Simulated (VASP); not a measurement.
Input of a VASP 6.6.1 run:

INCAR

```
PREC = Accurate
ENCUT = 520
EDIFF = 1E-7
ISMEAR = -1
SIGMA = 0.05
LREAL = F
LASPH = T
NELM = 80
ALGO = Normal
ISIF = 2
LWAVE = F
LCHARG = T
GGA = PE
LELF = T
LVHAR = T
NBANDS = 10
```

File KPOINTS:

```
regular mesh
0
Gamma
  9 9 9
```

POSCAR

```
LiBe
1.0
    2.8111530000      0.0000000000      0.0000000000
    0.0000000000      2.8111530000      0.0000000000
    0.0000000000      0.0000000000      2.8111530000
Be Li
1 1
Direct
    0.4836680000      0.5098710000      0.5270150000
   -0.0008890000      0.0016800000     -0.0249960000
```

Potentials or basis: VASP PAW PBE potentials, release 64 (Be, Li_sv).

Run with:

```bash
$ cat potpaw_PBE.64/Be/POTCAR potpaw_PBE.64/Li_sv/POTCAR > POTCAR
$ mpirun -np 1 vasp_std > vasp.out
```

(1) Estimate the band gap on the k mesh.

(2) Predict the largest force.

## Answers

(1) none (metal or under the smearing width).

(2) 0.679 eV/Å.
